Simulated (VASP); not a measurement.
Crystal: Ti2RuC3.

```
Ti Ru C
1.0
    -1.59276    1.59276    6.81149
     1.59276   -1.59276    6.81149
     1.59276    1.59276   -6.81149
Ti Ru C
2 1 3
Direct
  0.66500 0.66500 0.00000
  0.33500 0.33500 0.00000
  0.00000 0.00000 0.00000
  0.84000 0.84000 0.00000
  0.16000 0.16000 0.00000
  0.50000 0.50000 0.00000
```

The cell was built by a generator and needn't be a form met in nature.

```yaml
Program: VASP 6.6.1
Task: relaxation of cell and atoms
Functional: PBE
Potentials_or_basis: VASP PAW PBE potentials, release 64 (Ti_sv, Ru_pv, C)
Cutoff: 520 eV
k_mesh: 7 × 7 × 7
Occupations: gaussian, width 0.15 eV
Spin: no spin polarisation
```

At the start: pressure -27.0 GPa; volume 11.52 Å³/atom.

Where does the relaxation end?

Over 13 steps the energy falls by 160.1 meV/atom and the volume is 10.02 Å³/atom (-13.0 %); space group I4/mmm (No. 139, to 0.05 Å).

The path:
| step | energy change (eV) | largest force (eV/Å) | pressure (GPa) | volume (Å³) |
| --- | --- | --- | --- | --- |
| 1 | 0.0000 | 0.8260 | -26.98 | 69.12 |
| 2 | 0.5741 | 1.4656 | 60.36 | 51.47 |
| 3 | -0.8517 | 1.1149 | -0.58 | 60.61 |
| 4 | -0.8536 | 1.1215 | 0.37 | 60.35 |
| 5 | -0.8535 | 1.1288 | 1.06 | 60.18 |
| 6 | -0.9437 | 0.3703 | 1.44 | 59.93 |
| 7 | -0.9559 | 0.1562 | 1.68 | 59.80 |
| 8 | -0.9568 | 0.0439 | -2.02 | 60.68 |
| 9 | -0.9596 | 0.0908 | -0.74 | 60.28 |
| 10 | -0.9597 | 0.0980 | -0.49 | 60.21 |
| 11 | -0.9597 | 0.1065 | -0.20 | 60.19 |
| 12 | -0.9598 | 0.0849 | -0.60 | 60.21 |
| 13 | -0.9603 | 0.0141 | 0.10 | 60.12 |

Final structure:
```cif
data_structure
_symmetry_space_group_name_H-M 'P 1'
_symmetry_Int_Tables_number 1
_cell_length_a 6.7908
_cell_length_b 6.7908
_cell_length_c 6.7908
_cell_angle_alpha 153.993
_cell_angle_beta 153.993
_cell_angle_gamma 37.110
_cell_volume 60.12
loop_
_atom_site_label
_atom_site_type_symbol
_atom_site_fract_x
_atom_site_fract_y
_atom_site_fract_z
_atom_site_occupancy
Ti1 Ti 0.66758 0.66758 0.00000 1
Ti2 Ti 0.33242 0.33242 0.00000 1
Ru1 Ru 0.00000 0.00000 0.00000 1
C1 C 0.83311 0.83311 0.00000 1
C2 C 0.16689 0.16689 0.00000 1
C3 C 0.50000 0.50000 0.00000 1
```

Caveat: the k mesh is coarse (spacing up to 0.40 Å⁻¹), so the values aren't converged.
